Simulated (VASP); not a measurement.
Data:

```
CELL_PARAMETERS angstrom
      0.00000     2.00251     2.00251
      2.00251     0.00000     2.00251
      2.00251     2.00251     0.00000
ATOMIC_POSITIONS crystal
  Au 0.00000 0.00000 0.00000
```

All values below come from SCAN meta-GGA, VASP's PBE PAW potentials (set 64) (plane waves; VASP 6.6.1). Run with 520 eV cut-off, 15×15×15 Γ-centred mesh, first-order Methfessel-Paxton smearing of 0.10 eV, potentials Au.

Unless said otherwise, spin-orbit coupling is left out, though it shifts the bands of the heavy elements here.

### Question
What does the run give for the energy per atom (σ→0), pressure, band gap (on the k-mesh) with the smallest direct gap where there is one?

### Answer

```json
{
  "band gap (on the k-mesh)": "none (metal, semimetal or under 0.01 eV)",
  "energy per atom (σ→0)": "-69.157 eV/atom",
  "pressure": "12.08 GPa"
}
```

Total energies compare only between runs with the same potentials, cut-off and functional.

The compound is Au in the fcc structure. This cell is one point of a volume scan, at 0.94 of the reference volume.
